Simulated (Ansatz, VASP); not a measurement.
# Cross-check of HfO2 between VASP and Ansatz

One calculation is typed for both programs; each brings its own data sets. How far apart do they land? The cell is taken from a series of runs on this material, whose earlier steps may have relaxed, scaled, displaced or heated it; both programs get it as it stands.

Program: Ansatz 0.2.0. Level of theory: plane waves, with VASP 6.6.1 beside it; zone-centre phonons at LDA. Results are calculated unless marked as measured.

**1. Set-up**

Symmetry: I4/mmm, No. 139, tetragonal system. The conventional cell has a = 3.549 Å, b = 3.549 Å, c = 4.902 Å, α = 90.00°, β = 90.00°, γ = 90.00°. Nearest to O lie 4 Hf at 2.16 Å. Nearest to Hf lie 8 O at 2.16 Å. Farther neighbours and most contacts between anions are not listed.

As a file:

```cif
data_structure
_symmetry_space_group_name_H-M 'I4/mmm'
_symmetry_Int_Tables_number 139
_cell_length_a 3.5490
_cell_length_b 3.5490
_cell_length_c 4.9017
_cell_angle_alpha 90.000
_cell_angle_beta 90.000
_cell_angle_gamma 90.000
_cell_volume 61.74
loop_
_atom_site_label
_atom_site_type_symbol
_atom_site_symmetry_multiplicity
_atom_site_Wyckoff_symbol
_atom_site_fract_x
_atom_site_fract_y
_atom_site_fract_z
_atom_site_occupancy
O1 O 4 d 0.00000 0.50000 0.25000 1
Hf1 Hf 2 a 0.00000 0.00000 0.00000 1
```

**2. VASP: zone-centre phonons, LDA**

Second derivatives magnify differences that forces hide, and they need a tight electronic threshold.

Lines of VASP's logs that name or quote its potential files are left out, and so is its time.

Input file INCAR:

```
SYSTEM = HfO2
PREC = Accurate
ENCUT = 600
EDIFF = 1E-08
NELM = 120
ISMEAR = 0
SIGMA = 0.01
LREAL = .FALSE.
ALGO = Normal
GGA = CA
NBANDS = 17
LASPH = .TRUE.
LORBIT = 11
LWAVE = .FALSE.
LCHARG = .FALSE.
ISIF = 2
IBRION = 8
LEPSILON = .TRUE.
GGA_COMPAT = .FALSE.
EFERMI = MIDGAP
KPAR = 2
```

Input file POSCAR:

```
HfO2
1.0
    0.0000000000      2.5095002286      2.4508489242
    2.5095002286      0.0000000000      2.4508489242
    2.5095002286      2.5095002286      0.0000000000
O Hf
2 1
Direct
    0.2500000000      0.2500000000      0.2500000000
    0.7500000000      0.7500000000      0.7500000000
    0.0000000000      0.0000000000      0.0000000000
```

Input file KPOINTS:

```
Automatic mesh
0
Gamma
8 8 8
0 0 0
```

PAW data sets: O and Hf_pv (LDA family, release 64).

Launch:

```
> mpirun -np 2 vasp_std
```

Numbers of over 12 decimals in the logs are rounded to 6 here.

The log of the run:

```text
[banner, memory and clock lines left out]
running    2 mpi-ranks, on    1 nodes
 distrk:  each k-point on    1 cores,    2 groups
 distr:  one band on    1 cores,    1 groups

 POSCAR found type information on POSCAR O Hf
 POSCAR found :  2 types and       3 ions
 LDA part: xc-table for (Slater(with rela. corr.)+CA(PZ))
 , standard interpolation
 POSCAR, INCAR and KPOINTS ok, starting setup
 FFT: planning ... GRIDC
 FFT: planning ... GRID_SOFT
 FFT: planning ... GRID
 WAVECAR not read
 entering main loop
       N       E                     dE             d eps       ncg     rms          rms(c)
DAV:   1     0.966593897432E+02    0.96659E+02   -0.13909E+04  2006   0.144E+03
DAV:   2    -0.347919905372E+02   -0.13145E+03   -0.12844E+03  2606   0.313E+02
DAV:   3    -0.386221021474E+02   -0.38301E+01   -0.38193E+01  2403   0.484E+01
DAV:   4    -0.386442620828E+02   -0.22160E-01   -0.22151E-01  2497   0.393E+00
DAV:   5    -0.386444120013E+02   -0.14992E-03   -0.14990E-03  2409   0.301E-01    0.555E+01
DAV:   6    -0.332652632310E+02    0.53791E+01   -0.21980E+01  2050   0.341E+01    0.467E+01
DAV:   7    -0.331203897215E+02    0.14487E+00   -0.71170E-01  2313   0.722E+00    0.306E+01
DAV:   8    -0.330738135965E+02    0.46576E-01   -0.20434E-01  2075   0.427E+00    0.798E+00
DAV:   9    -0.330593277227E+02    0.14486E-01   -0.42629E-02  2124   0.178E+00    0.245E+00
DAV:  10    -0.330589617823E+02    0.36594E-03   -0.23066E-03  2469   0.375E-01    0.867E-02
DAV:  11    -0.330589569620E+02    0.48203E-05   -0.12443E-04  2394   0.929E-02    0.523E-02
DAV:  12    -0.330589575942E+02   -0.63214E-06   -0.58794E-06  2518   0.193E-02    0.231E-02
DAV:  13    -0.330589576655E+02   -0.71344E-07   -0.16328E-07  2491   0.355E-03    0.243E-03
DAV:  14    -0.330589576672E+02   -0.17008E-08   -0.25044E-09  1539   0.484E-04
   1 F= -.33058958E+02 E0= -.33058958E+02  d E =0.000000E+00
 Linear response reoptimize wavefunctions to high precision
DAV:   1    -0.330589576678E+02   -0.52955E-09   -0.97323E-10  1728   0.301E-04
DAV:   2    -0.330589576678E+02   -0.28649E-10   -0.98101E-11  1144   0.822E-05
 Linear response G [H, r] |phi>, progress :
  Direction:   1
       N       E                     dE             d eps       ncg     rms
RMM:   1    -0.910964069758E+02   -0.91096E+02    0.73893E+02  2950   0.188E+02
RMM:   2    -0.898323505239E+02    0.12641E+01   -0.18182E+01  3218   0.288E+01
RMM:   3    -0.898631988226E+02   -0.30848E-01   -0.93291E-01  3989   0.389E+00
RMM:   4    -0.898623885156E+02    0.81031E-03   -0.64135E-02  4103   0.834E-01
RMM:   5    -0.898627303979E+02   -0.34188E-03   -0.43097E-03  4149   0.191E-01
RMM:   6    -0.898627517653E+02   -0.21367E-04   -0.36566E-04  4100   0.472E-02
RMM:   7    -0.898627549302E+02   -0.31649E-05   -0.27086E-05  4128   0.148E-02
RMM:   8    -0.898627510281E+02    0.39021E-05    0.14312E-04  3809   0.567E-03
RMM:   9    -0.898627394591E+02    0.11569E-04   -0.28363E-04  3627   0.356E-03
RMM:  10    -0.898627572193E+02   -0.17760E-04   -0.12534E-03  3527   0.296E-03
RMM:  11    -0.898627551848E+02    0.20344E-05   -0.91905E-04  3169   0.277E-03
RMM:  12    -0.898627577011E+02   -0.25162E-05   -0.11817E-03  2949   0.271E-03
RMM:  13    -0.898627604872E+02   -0.27861E-05   -0.13643E-03  2833   0.267E-03
RMM:  14    -0.898627517926E+02    0.86946E-05   -0.10274E-03  2793   0.267E-03
 Linear response G [H, r] |phi>, progress :
  Direction:   2
       N       E                     dE             d eps       ncg     rms
RMM:   1    -0.888778555587E+02   -0.88878E+02    0.70912E+02  2971   0.184E+02
RMM:   2    -0.883069354664E+02    0.57092E+00   -0.16813E+01  3206   0.279E+01
RMM:   3    -0.883281885097E+02   -0.21253E-01   -0.74143E-01  3979   0.374E+00
RMM:   4    -0.883311999568E+02   -0.30114E-02   -0.50428E-02  4056   0.797E-01
RMM:   5    -0.883316020988E+02   -0.40214E-03   -0.49840E-03  4130   0.195E-01
RMM:   6    -0.883316438979E+02   -0.41799E-04   -0.50641E-04  4108   0.495E-02
RMM:   7    -0.883316474414E+02   -0.35435E-05   -0.10849E-04  4093   0.144E-02
RMM:   8    -0.883316475289E+02   -0.87496E-07   -0.69873E-05  3786   0.569E-03
RMM:   9    -0.883316458432E+02    0.16857E-05   -0.23453E-04  3590   0.344E-03
RMM:  10    -0.883316458794E+02   -0.36260E-07   -0.14908E-04  3444   0.284E-03
RMM:  11    -0.883316440710E+02    0.18085E-05   -0.10272E-04  3172   0.266E-03
RMM:  12    -0.883316445677E+02   -0.49672E-06   -0.14533E-05  2977   0.262E-03
RMM:  13    -0.883316438376E+02    0.73007E-06   -0.12286E-05  2807   0.259E-03
 Linear response G [H, r] |phi>, progress :
  Direction:   3
       N       E                     dE             d eps       ncg     rms
RMM:   1    -0.898544752018E+02   -0.89854E+02    0.71490E+02  2989   0.185E+02
RMM:   2    -0.891478214030E+02    0.70665E+00   -0.17040E+01  3198   0.281E+01
RMM:   3    -0.891698801743E+02   -0.22059E-01   -0.79066E-01  3949   0.380E+00
RMM:   4    -0.891757561024E+02   -0.58759E-02   -0.52251E-02  3983   0.807E-01
[...]
RMM:  11    -0.361304890126E+00    0.11309E-06    0.19047E-07 10094   0.126E-04    0.630E-04
RMM:  12    -0.361304853140E+00    0.36986E-07    0.16489E-07 10228   0.110E-04    0.971E-05
RMM:  13    -0.361304855921E+00   -0.27809E-08    0.13330E-07 10041   0.102E-04    0.120E-06
RMM:  14    -0.361304857514E+00   -0.15931E-08    0.13913E-07  8608   0.100E-04    0.134E-05
RMM:  15    -0.361304857338E+00    0.17578E-09    0.13660E-07  7144   0.998E-05    0.297E-06
RMM:  16    -0.361304856542E+00    0.79660E-09    0.14270E-07  6874   0.997E-05    0.107E-06
RMM:  17    -0.361304856394E+00    0.14755E-09    0.13881E-07  6864   0.997E-05    0.142E-06
RMM:  18    -0.361304856235E+00    0.15862E-09    0.14081E-07  6934   0.996E-05    0.347E-07
RMM:  19    -0.361304856155E+00    0.80583E-10    0.13987E-07  6878   0.996E-05    0.508E-08
 first order change of Fermi-energy  -0.10181E-03
 force on displaced ion       1 direction 1 : -11.992  -0.000   0.000
 Born effective charge ion    1 direction 1 :  -2.805   0.000   0.000
 Linear response progress:
  Degree of freedom:   2/  4
       N       E                     dE             d eps       ncg     rms          rms(c)
RMM:   1    -0.370218596194E+00   -0.37022E+00    0.22097E-01  6915   0.378E+00
RMM:   2    -0.358301469645E+00    0.11917E-01   -0.11014E-02  5002   0.690E-01    0.759E-01
RMM:   3    -0.359590163821E+00   -0.12887E-02   -0.90735E-04  4677   0.188E-01    0.454E-01
RMM:   4    -0.361755722034E+00   -0.21656E-02   -0.78011E-04  4729   0.182E-01    0.476E-02
RMM:   5    -0.361501383511E+00    0.25434E-03   -0.37177E-05  5435   0.365E-02    0.256E-02
RMM:   6    -0.361470476404E+00    0.30907E-04   -0.15962E-06  5832   0.606E-03    0.250E-02
RMM:   7    -0.361466457531E+00    0.40189E-05   -0.10036E-07  5788   0.141E-03    0.170E-02
RMM:   8    -0.361461040594E+00    0.54169E-05   -0.10629E-07  5323   0.227E-03    0.119E-02
RMM:   9    -0.361464284268E+00   -0.32437E-05   -0.24992E-08  5810   0.509E-04    0.410E-03
RMM:  10    -0.361464932605E+00   -0.64834E-06   -0.23103E-08  6157   0.171E-04    0.868E-04
RMM:  11    -0.361465117232E+00   -0.18463E-06   -0.12790E-08  5994   0.123E-04    0.819E-04
RMM:  12    -0.361465028836E+00    0.88397E-07   -0.31555E-09  6423   0.936E-05    0.217E-04
RMM:  13    -0.361465012205E+00    0.16630E-07   -0.43958E-09  6226   0.855E-05    0.239E-05
RMM:  14    -0.361465008116E+00    0.40896E-08   -0.16613E-08  5747   0.832E-05    0.193E-05
 first order change of Fermi-energy   0.18078E-03
 force on displaced ion       1 direction 3 :   0.000   0.000 -13.552
 Born effective charge ion    1 direction 3 :   0.000   0.000  -2.727
 Linear response progress:
  Degree of freedom:   3/  4
       N       E                     dE             d eps       ncg     rms          rms(c)
RMM:   1    -0.229961312290E+00   -0.22996E+00    0.22531E+00  3966   0.953E+00
RMM:   2    -0.222014182877E+00    0.79471E-02   -0.27785E-02  4861   0.114E+00    0.905E-01
RMM:   3    -0.221225058022E+00    0.78912E-03   -0.10036E-03  5908   0.151E-01    0.476E-01
RMM:   4    -0.220613532852E+00    0.61153E-03   -0.11218E-04  6423   0.603E-02    0.213E-01
RMM:   5    -0.220283616041E+00    0.32992E-03   -0.18922E-05  6607   0.270E-02    0.218E-02
RMM:   6    -0.220303181969E+00   -0.19566E-04   -0.26071E-06  6384   0.930E-03    0.174E-02
RMM:   7    -0.220307050380E+00   -0.38684E-05   -0.30997E-07  7062   0.226E-03    0.127E-02
RMM:   8    -0.220305803928E+00    0.12465E-05   -0.52252E-06  6674   0.876E-04    0.574E-04
RMM:   9    -0.220305421049E+00    0.38288E-06   -0.44760E-06  7271   0.381E-04    0.156E-04
RMM:  10    -0.220305693771E+00   -0.27272E-06   -0.26200E-06  6886   0.210E-04    0.153E-05
RMM:  11    -0.220305739838E+00   -0.46067E-07   -0.10936E-06  7256   0.155E-04    0.510E-05
RMM:  12    -0.220305747696E+00   -0.78585E-08   -0.80545E-07  7223   0.132E-04    0.358E-05
RMM:  13    -0.220305756604E+00   -0.89072E-08   -0.13853E-07  6549   0.122E-04    0.274E-05
RMM:  14    -0.220305759084E+00   -0.24809E-08   -0.34162E-07  5864   0.117E-04    0.156E-05
[...]
RMM:  49    -0.220305764415E+00   -0.66525E-10    0.18088E-07  4778   0.112E-04    0.416E-07
RMM:  50    -0.220305764388E+00    0.26977E-10   -0.19970E-07  4735   0.112E-04    0.289E-07
RMM:  51    -0.220305764306E+00    0.81860E-10    0.18134E-07  4736   0.112E-04    0.431E-07
RMM:  52    -0.220305764447E+00   -0.14106E-09   -0.19825E-07  4721   0.112E-04    0.262E-07
RMM:  53    -0.220305764339E+00    0.10857E-09    0.18163E-07  4710   0.112E-04    0.375E-07
RMM:  54    -0.220305764323E+00    0.16053E-10   -0.19666E-07  4701   0.112E-04    0.292E-07
RMM:  55    -0.220305764327E+00   -0.47040E-11    0.18241E-07  4688   0.112E-04    0.375E-07
RMM:  56    -0.220305764391E+00   -0.63315E-10   -0.19799E-07  4676   0.112E-04    0.337E-07
 first order change of Fermi-energy   0.19903E-03
 force on displaced ion       3 direction 1 :  -6.694   0.000   0.000
 Born effective charge ion    3 direction 1 :   5.609   0.000   0.000
 Linear response progress:
  Degree of freedom:   4/  4
       N       E                     dE             d eps       ncg     rms          rms(c)
RMM:   1    -0.229841655228E+00   -0.22984E+00    0.22299E+00  2501   0.942E+00
RMM:   2    -0.222341944973E+00    0.74997E-02   -0.27852E-02  3025   0.112E+00    0.860E-01
RMM:   3    -0.221580075348E+00    0.76187E-03   -0.98150E-04  3593   0.147E-01    0.448E-01
RMM:   4    -0.220987928242E+00    0.59215E-03   -0.10975E-04  3882   0.580E-02    0.204E-01
RMM:   5    -0.220655279060E+00    0.33265E-03   -0.19105E-05  4024   0.274E-02    0.210E-02
RMM:   6    -0.220672652070E+00   -0.17373E-04   -0.25090E-06  3900   0.896E-03    0.168E-02
RMM:   7    -0.220676619057E+00   -0.39670E-05   -0.38664E-07  4289   0.210E-03    0.128E-02
RMM:   8    -0.220675569258E+00    0.10498E-05   -0.52838E-06  4044   0.818E-04    0.598E-04
RMM:   9    -0.220675212584E+00    0.35667E-06   -0.43364E-06  4435   0.370E-04    0.389E-05
RMM:  10    -0.220675528378E+00   -0.31579E-06   -0.21861E-06  4139   0.202E-04    0.223E-05
RMM:  11    -0.220675573716E+00   -0.45339E-07   -0.11559E-06  4360   0.147E-04    0.620E-05
RMM:  12    -0.220675581677E+00   -0.79609E-08   -0.75566E-07  4353   0.125E-04    0.306E-05
RMM:  13    -0.220675592355E+00   -0.10677E-07   -0.11837E-07  3858   0.116E-04    0.245E-05
RMM:  14    -0.220675594616E+00   -0.22617E-08   -0.16734E-07  3446   0.111E-04    0.140E-05
RMM:  15    -0.220675597185E+00   -0.25692E-08    0.15498E-08  3216   0.109E-04    0.705E-06
 first order change of Fermi-energy  -0.27987E-03
 force on displaced ion       3 direction 3 :   0.000   0.000  -6.813
 Born effective charge ion    3 direction 3 :   0.000   0.000   5.453
 Born effective charges drift removed
 Linear response finished
```

[end of part 1 of 2]

[Lines on the potential files, build, host, timing and source positions are cut from VASP's logs without a mark.]

[Logs are printed without paths, hosts, clocks, repeated set-up lines and the standing remarks that a program may print on its own settings, such as how far it seeks lower states.]

[Hosts, paths, dates, database ids (printed as entryN), source tags and the programs' standing remarks are cut or masked in the printed files.]
